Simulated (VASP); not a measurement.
Data:

```
CELL_PARAMETERS angstrom
      0.00000     2.49188     2.59571
      2.59571     0.00000     2.59571
      2.59571     2.49188     0.00000
ATOMIC_POSITIONS crystal
  Mg 0.00000 0.00000 0.00000
  S  0.50000 0.50000 0.50000
```

Computed with r2SCAN meta-GGA, VASP's PBE PAW potentials (set 64) (plane waves; VASP). Run with 480 eV cut-off, 8×8×8 Γ-centred mesh, Gaussian smearing of 0.050 eV, potentials Mg S.

### Question
What does the run give for the energy per atom (σ→0), pressure?

### Answer

```yaml
energy per atom (σ→0): -7.739 eV/atom
pressure: 3.99 GPa
```

The absolute energy has meaning only against runs of the same code, potentials and settings.

The compound is MgS in the rock salt structure. This cell was strained or had an atom moved on purpose.
